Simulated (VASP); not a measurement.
Data:

```
Os
1.0
    1.35924    -2.35427     0.00000
    1.35924     2.35427     0.00000
    0.00000     0.00000     4.29849
Os
2
Direct
  0.33333   0.66667   0.25000
  0.66667   0.33333   0.75000
```

These are PBEsol GGA, VASP's PBE PAW potentials (set 64) (plane waves; VASP) values and carry that method's errors. Numerical set-up: 500 eV cut-off, 15×15×9 Γ-centred mesh, first-order Methfessel-Paxton smearing of 0.10 eV, potentials Os.

Problem. The ions, cell shape and volume at an external pressure of 10.0 GPa are relaxed. Give the cell that the relaxation ends in.

Solution. 
```
Os
1.0
    1.35392    -2.34507     0.00000
    1.35392     2.34507     0.00000
    0.00000     0.00000     4.28538
Os
2
Cartesian
  1.35392   0.78169   1.07135
  1.35392  -0.78169   3.21404
```
Space group P6_3/mmc (194), at a tolerance of 0.03 Å.

Problem. How do energy and volume change from the first to the last step?

Solution. The energy (σ→0) changes by +6.9 meV/atom and the volume by -1.1 %, in 7 ionic steps.

The compound is Os in the hcp structure. This run relaxes it under an external pressure of 10 GPa. Symmetry was kept, so distortions that lower it aren't found.
